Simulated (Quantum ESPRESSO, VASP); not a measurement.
An input for Quantum ESPRESSO (PBEsol, PseudoDojo standard norm-conserving (PBESOL) pseudopotentials):

```
&CONTROL
    calculation = 'scf'
    prefix = 'CsAu'
    outdir = './work'
    pseudo_dir = './'
    tprnfor = .true.
    tstress = .true.
/
&SYSTEM
    ibrav = 0
    nat = 2
    ntyp = 2
    ecutwfc = 80
    occupations = 'smearing'
    smearing = 'fd'
    degauss = 0.0036749
/
&ELECTRONS
    conv_thr = 1e-10
/
ATOMIC_SPECIES
Cs   132.9055  Cs.upf
Au   196.9666  Au.upf
CELL_PARAMETERS {angstrom}
   4.183060000     0.000000000     0.000000000
   0.000000000     4.183060000     0.000000000
   0.000000000     0.000000000     4.183060000
ATOMIC_POSITIONS {crystal}
Cs   -0.007756000   -0.000291000    0.007582000
Au    0.507756000    0.500291000    0.492418000
K_POINTS {automatic}
6 6 6  0 0 0
```

**Question.** Translate it to VASP.

**Answer.** One set of files that does it:

**KPOINTS**
```
Automatic mesh
0
Gamma
6 6 6
0 0 0
```

INCAR:
```
ALGO=Normal
EDIFF=1E-6
ENCUT=300
GGA=PS
ISIF=2
ISMEAR=-1
LASPH=.TRUE.
LCHARG=.FALSE.
LMAXMIX=6
LREAL=.FALSE.
LWAVE=.FALSE.
NELM=100
PREC=Accurate
SIGMA=0.05
SYSTEM=CsAu
```

**POSCAR**
```
CsAu
1
    4.1830600000     0.0000000000     0.0000000000
    0.0000000000     4.1830600000     0.0000000000
    0.0000000000     0.0000000000     4.1830600000
Cs Au
1 1
Direct
 -0.0077560000  -0.0002910000   0.0075820000
  0.5077560000   0.5002910000   0.4924180000
```

POTCAR, in this order: Cs_sv Au (PBE.64 set). Program: vasp_std.

The two runs describe the same crystal, functional and task. Each code takes its own potentials, basis and convergence tests.

The structure comes from a computed database's CsAu entry (Pm-3m); how it stands against other phases isn't given here. The cell was not relaxed at this level, atoms are displaced from their ideal sites, and it may have been scaled.
